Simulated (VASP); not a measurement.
# RuSe (Fm-3m) in VASP: a series of runs

One crystal, RuSe, is run at these levels: r2SCAN+U, LDA+U; tasks: single point.

Everything below comes from runs of VASP 6.6.1. Logs are shortened: lines on timing, memory, paths and dates and some standing lists are left out, and cuts for length are marked.

## 1. Starting point

Symmetry: Fm-3m, No. 225, cubic system. Conventional cell: a = 5.355 Å, b = 5.355 Å, c = 5.355 Å, α = 90.00°, β = 90.00°, γ = 90.00°. Around Ru (site symmetry m-3m) lie 6 Se at 2.68 Å. Se (site symmetry m-3m) is surrounded by 6 Ru at 2.68 Å.

The cell comes from a database or a generator and needn't be the stable form of this composition.

## 2. Single point, r2SCAN+U, collinear spin, ferrimagnetic start

INCAR

```
ALGO = Normal ; EDIFF = 1E-7
ENCUT = 520 ; ISIF = 2
ISMEAR = 0 ; ISPIN = 2
LASPH = T ; LCHARG = T
LDAU = T ; LDAUJ = 0 0
LDAUL = 2 -1 ; LDAUPRINT = 1
LDAUTYPE = 2 ; LDAUU = 3 0
LELF = T ; LMAXMIX = 4
LMIXTAU = T ; LORBIT = 11
LREAL = F ; LVHAR = T
LWAVE = F ; MAGMOM = 1 -0.5 0 0
METAGGA = R2SCAN ; NELM = 100
PREC = Accurate ; SIGMA = 0.05
```

KPOINTS

```
k-points
0
Gamma
  6 6 6
```

POSCAR

```
RuSe
1.0
    0.0000000000      2.6776164100      2.6776164100
    2.6776164100      0.0000000000      2.6776164100
    5.3552328200      5.3552328200      0.0000000000
Ru Se
2 2
Direct
    0.5000000000      0.5000000000      0.2500000000
    0.5000000000      0.5000000000      0.7500000000
    0.0000000000      0.0000000000      0.0000000000
    0.0000000000      0.0000000000      0.5000000000
```

Potentials or basis: VASP PAW PBE potentials, release 64 (Ru_pv, Se).

Launch:

```console
cat potpaw_PBE.64/Ru_pv/POTCAR potpaw_PBE.64/Se/POTCAR > POTCAR
mpirun -np 1 vasp_std > vasp.out
```

OUTCAR:

```text
EDIFF = 1E-7
   ENCUT = 520
   ISIF = 2
   ISMEAR = 0
   ISPIN = 2
   LASPH = T
   LORBIT = 11
   LREAL = F
   METAGGA = R2SCAN
   NELM = 100
   PREC = Accurate

 ion  position               nearest neighbor table
   1  0.500  0.500  0.250-   3 2.68   3 2.68   4 2.68   3 2.68   4 2.68   4 2.68
   2  0.500  0.500  0.750-   4 2.68   3 2.68   4 2.68   3 2.68   4 2.68   3 2.68
   3  0.000  0.000  0.000-   2 2.68   1 2.68   2 2.68   1 2.68   2 2.68   1 2.68
   4  0.000  0.000  0.500-   1 2.68   1 2.68   2 2.68   1 2.68   2 2.68   2 2.68

  LATTYP: Found a trigonal (rhomboedric) cell.
 ALAT       =     6.5587939314
 COS(alpha) =     0.8333333333

  Lattice vectors:

 A1 = (   5.3552328200,   2.6776164100,  -2.6776164100)
 A2 = (   2.6776164100,   2.6776164100,  -5.3552328200)
 A3 = (   2.6776164100,   5.3552328200,  -2.6776164100)

Analysis of symmetry for initial positions (statically):
=====================================================================
 Subroutine PRICEL returns following result:

  LATTYP: Found a face centered cubic cell.
 ALAT       =     5.3552328200

  Lattice vectors:

 A1 = (   0.0000000000,   2.6776164100,   2.6776164100)
 A2 = (   2.6776164100,   0.0000000000,   2.6776164100)
 A3 = (   2.6776164100,   2.6776164100,   0.0000000000)

   2 primitive cells build up your supercell.

 Routine SETGRP: Setting up the symmetry group for a
 trigonal (rhombohedral) supercell.

 Subroutine GETGRP returns: Found 12 space group operations
 (whereof 12 operations were pure point group operations)
 out of a pool of 12 trial point group operations.

The static configuration has the point symmetry D_3d.

Analysis of symmetry for dynamics (positions and initial velocities):
=====================================================================
 Subroutine PRICEL returns following result:

  LATTYP: Found a face centered cubic cell.
 ALAT       =     5.3552328200

  Lattice vectors:

 A1 = (   0.0000000000,   2.6776164100,   2.6776164100)
 A2 = (   2.6776164100,   0.0000000000,   2.6776164100)
 A3 = (   2.6776164100,   2.6776164100,   0.0000000000)

   2 primitive cells build up your supercell.

 Routine SETGRP: Setting up the symmetry group for a
 trigonal (rhombohedral) supercell.

 Subroutine GETGRP returns: Found 12 space group operations
 (whereof 12 operations were pure point group operations)
 out of a pool of 12 trial point group operations.

The dynamic configuration has the point symmetry D_3d.

Analysis of structural, dynamic, and magnetic symmetry:
=====================================================================
 Subroutine PRICEL returns:
 Original cell was already a primitive cell.

 Routine SETGRP: Setting up the symmetry group for a
 trigonal (rhombohedral) supercell.

 Subroutine GETGRP returns: Found 12 space group operations
 (whereof  6 operations were pure point group operations)
[... 162 lines left out ...]
 onsite density matrix

spin component  1

  0.8944  0.0045  0.0006  0.0045  0.0000
  0.0045  0.8944  0.0003 -0.0045 -0.0005
  0.0006  0.0003  0.8870  0.0003 -0.0000
  0.0045 -0.0045  0.0003  0.8944  0.0005
  0.0000 -0.0005 -0.0000  0.0005  0.8870

spin component  2

  0.3288 -0.2597  0.0261 -0.2597 -0.0000
 -0.2597  0.3288  0.0131  0.2597 -0.0226
  0.0261  0.0131  0.2285  0.0131  0.0000
 -0.2597  0.2597  0.0131  0.3288  0.0226
 -0.0000 -0.0226  0.0000  0.0226  0.2285

 occupancies and eigenvectors

  o =  0.0629  v =  0.0000  0.0000  0.0000  0.0000  0.0000  0.1161  0.7450 -0.0275 -0.6289  0.1876      0.0000  0.0000  0.0000  0.0000  0.0000  0.0000  0.0000  0.0000  0.0000  0.0000
  o =  0.0629  v =  0.0000  0.0000  0.0000  0.0000  0.0000 -0.7932 -0.2960  0.1876 -0.4972  0.0275      0.0000  0.0000  0.0000  0.0000  0.0000  0.0000  0.0000  0.0000  0.0000  0.0000
  o =  0.2347  v =  0.0000  0.0000  0.0000  0.0000  0.0000 -0.0046 -0.1363 -0.0290  0.1317  0.9814      0.0000  0.0000  0.0000  0.0000  0.0000  0.0000  0.0000  0.0000  0.0000  0.0000
  o =  0.2347  v =  0.0000  0.0000  0.0000  0.0000  0.0000  0.1547  0.0734  0.9814  0.0813  0.0290      0.0000  0.0000  0.0000  0.0000  0.0000  0.0000  0.0000  0.0000  0.0000  0.0000
  o =  0.8481  v =  0.0000  0.0000  0.0000  0.0000  0.0000  0.5774 -0.5774  0.0000 -0.5774  0.0000      0.0000  0.0000  0.0000  0.0000  0.0000  0.0000  0.0000  0.0000  0.0000  0.0000
  o =  0.8854  v =  0.5774 -0.5774 -0.0000 -0.5774 -0.0000  0.0000  0.0000  0.0000  0.0000  0.0000      0.0000  0.0000  0.0000  0.0000  0.0000  0.0000  0.0000  0.0000  0.0000  0.0000
  o =  0.8870  v = -0.0095  0.0348  0.2030 -0.0442  0.9775  0.0000  0.0000  0.0000  0.0000  0.0000      0.0000  0.0000  0.0000  0.0000  0.0000  0.0000  0.0000  0.0000  0.0000  0.0000
  o =  0.8870  v = -0.0456 -0.0310  0.9775 -0.0146 -0.2030  0.0000  0.0000  0.0000  0.0000  0.0000      0.0000  0.0000  0.0000  0.0000  0.0000  0.0000  0.0000  0.0000  0.0000  0.0000
  o =  0.8989  v = -0.0881  0.6577 -0.0062 -0.7459 -0.0567  0.0000  0.0000  0.0000  0.0000  0.0000      0.0000  0.0000  0.0000  0.0000  0.0000  0.0000  0.0000  0.0000  0.0000  0.0000
  o =  0.8989  v =  0.8104  0.4815  0.0567  0.3289 -0.0062  0.0000  0.0000  0.0000  0.0000  0.0000      0.0000  0.0000  0.0000  0.0000  0.0000  0.0000  0.0000  0.0000  0.0000  0.0000

atom =   2  type =  1  l = 2

 onsite density matrix

spin component  1

  0.8589 -0.0008 -0.0190 -0.0008  0.0000
 -0.0008  0.8589 -0.0095  0.0008  0.0164
 -0.0190 -0.0095  0.3487 -0.0095  0.0000
 -0.0008  0.0008 -0.0095  0.8589 -0.0164
  0.0000  0.0164  0.0000 -0.0164  0.3487

spin component  2

  0.8316 -0.0057  0.0470 -0.0057  0.0000
 -0.0057  0.8316  0.0235  0.0057 -0.0407
  0.0470  0.0235  0.1841  0.0235  0.0000
 -0.0057  0.0057  0.0235  0.8316  0.0407
  0.0000 -0.0407  0.0000  0.0407  0.1841

 occupancies and eigenvectors

  o =  0.1790  v =  0.0000  0.0000  0.0000  0.0000  0.0000 -0.0721 -0.0409  0.9930 -0.0312 -0.0778      0.0000  0.0000  0.0000  0.0000  0.0000  0.0000  0.0000  0.0000  0.0000  0.0000
  o =  0.1790  v =  0.0000  0.0000  0.0000  0.0000  0.0000 -0.0056  0.0596  0.0778 -0.0653  0.9930      0.0000  0.0000  0.0000  0.0000  0.0000  0.0000  0.0000  0.0000  0.0000  0.0000
  o =  0.3477  v = -0.0369 -0.0219 -0.9932 -0.0150  0.1067  0.0000  0.0000  0.0000  0.0000  0.0000      0.0000  0.0000  0.0000  0.0000  0.0000  0.0000  0.0000  0.0000  0.0000  0.0000
  o =  0.3477  v =  0.0040 -0.0300  0.1067  0.0340  0.9932  0.0000  0.0000  0.0000  0.0000  0.0000      0.0000  0.0000  0.0000  0.0000  0.0000  0.0000  0.0000  0.0000  0.0000  0.0000
  o =  0.8310  v =  0.0000  0.0000  0.0000  0.0000  0.0000  0.4117  0.8133  0.0448 -0.4016 -0.0764      0.0000  0.0000  0.0000  0.0000  0.0000  0.0000  0.0000  0.0000  0.0000  0.0000
  o =  0.8310  v =  0.0000  0.0000  0.0000  0.0000  0.0000  0.7014 -0.0059  0.0764  0.7072  0.0448      0.0000  0.0000  0.0000  0.0000  0.0000  0.0000  0.0000  0.0000  0.0000  0.0000
  o =  0.8431  v =  0.0000  0.0000  0.0000  0.0000  0.0000 -0.5774  0.5774 -0.0000  0.5774  0.0000      0.0000  0.0000  0.0000  0.0000  0.0000  0.0000  0.0000  0.0000  0.0000  0.0000
  o =  0.8592  v = -0.2461 -0.7965  0.0137  0.5504 -0.0434  0.0000  0.0000  0.0000  0.0000  0.0000      0.0000  0.0000  0.0000  0.0000  0.0000  0.0000  0.0000  0.0000  0.0000  0.0000
  o =  0.8592  v =  0.7776  0.1756 -0.0434  0.6020 -0.0137  0.0000  0.0000  0.0000  0.0000  0.0000      0.0000  0.0000  0.0000  0.0000  0.0000  0.0000  0.0000  0.0000  0.0000  0.0000
  o =  0.8604  v = -0.5774  0.5774  0.0000  0.5774 -0.0000  0.0000  0.0000  0.0000  0.0000  0.0000      0.0000  0.0000  0.0000  0.0000  0.0000  0.0000  0.0000  0.0000  0.0000  0.0000

 number of electron      39.9999998 magnetization       3.9279360

 Free energy of the ion-electron system (eV)
  ---------------------------------------------------
  ext. energy  EPLUGINS =         0.00000000
  ---------------------------------------------------
  free energy    TOTEN  =       -72.72552137 eV

  energy without entropy =      -72.72536368  energy(sigma->0) =      -72.72544252

 E-fermi :   7.0661     XC(G=0): -11.8137

 val. band max:        7.0028034790   @ k =   0.1667   0.1667   0.0000
 cond. band min:       7.1294428873   @ k =  -0.1667   0.0000   0.1667
 fundamental gap:      0.1266394083
 Fermi energy:         7.0661232685

 spin component 1

 k-point     1 :       0.0000    0.0000    0.0000
  band No.  band energies     occupation
      1     -39.5023      1.00000
      2     -39.5023      1.00000
      3     -38.5175      1.00000
      4     -36.3538      1.00000
      5     -36.1365      1.00000
      6     -36.1364      1.00000
[... 1289 lines left out ...]
     23      10.2210      0.00000
     24      10.2836      0.00000

 [... further k-points ...]

------------------------ aborting loop because EDIFF is reached ----------------------------------------

  FORCE on cell =-STRESS in cart. coord.  units (eV):
  Direction    XX          YY          ZZ          XY          YZ          ZX
  --------------------------------------------------------------------------------------
  -------------------------------------------------------------------------------------
  Total        0.4590974      0.4590974      0.4590974     -0.2897688      0.2897688      0.2897688
  in kB        9.5787823      9.5787823      9.5787823     -6.0458466      6.0458466      6.0458466
  external PRESSURE =       9.5787823 kB  Pullay stress =       0.0000000 kB

 VOLUME and BASIS-vectors are now :
 -----------------------------------------------------------------------------
  energy-cutoff  :      520.00
  volume of cell :       76.79
      direct lattice vectors                 reciprocal lattice vectors
     0.000000000  2.677616410  2.677616410    -0.186733245  0.186733245  0.186733245
     2.677616410  0.000000000  2.677616410     0.186733245 -0.186733245  0.186733245
     5.355232820  5.355232820  0.000000000     0.093366622  0.093366622 -0.093366622

 POSITION                                       TOTAL-FORCE (eV/Angst)
 -----------------------------------------------------------------------------------
      2.67762      2.67762      2.67762         0.000000      0.000000      0.000000
      5.35523      5.35523      2.67762         0.000000      0.000000      0.000000
      0.00000      0.00000      0.00000        -0.841368     -0.841368      0.841368
      2.67762      2.67762      0.00000         0.841368      0.841368     -0.841368
 -----------------------------------------------------------------------------------
    total drift:                                0.000000      0.000000      0.000000

  FREE ENERGIE OF THE ION-ELECTRON SYSTEM (eV)
  ---------------------------------------------------
  free  energy   TOTEN  =       -72.7255213697 eV

  energy  without entropy=      -72.7253636774  energy(sigma->0) =      -72.72544252

 total charge

# of ion       s       p       d       tot
------------------------------------------
    1        0.254   6.138   5.863  12.254
    2        0.214   6.120   6.093  12.426
    3        1.439   2.443   0.052   3.934
    4        1.439   2.443   0.052   3.934
--------------------------------------------------
tot          3.345  17.143  12.060  32.547

 magnetization (x)

# of ion       s       p       d       tot
------------------------------------------
    1        0.037   0.020   3.004   3.060
    2        0.032   0.021   0.409   0.462
    3        0.022   0.041   0.012   0.076
    4        0.022   0.041   0.012   0.076
--------------------------------------------------
tot          0.114   0.124   3.436   3.674
```

Run time: 10 min. Hardware: 1 thread of Intel Xeon Platinum 8488C (Sapphire Rapids), shared host; peak memory 0.31 GiB.

The run converged, but a check on its numbers failed (symmetry, net force, bounds or a known fault of this set-up), so they aren't taken as properties of the crystal.

Caveat: the result breaks the symmetry of the cell; the PAW data sets were made with another functional, which shifts forces and pressure a little.

(Part 1 of 2 ends here.)
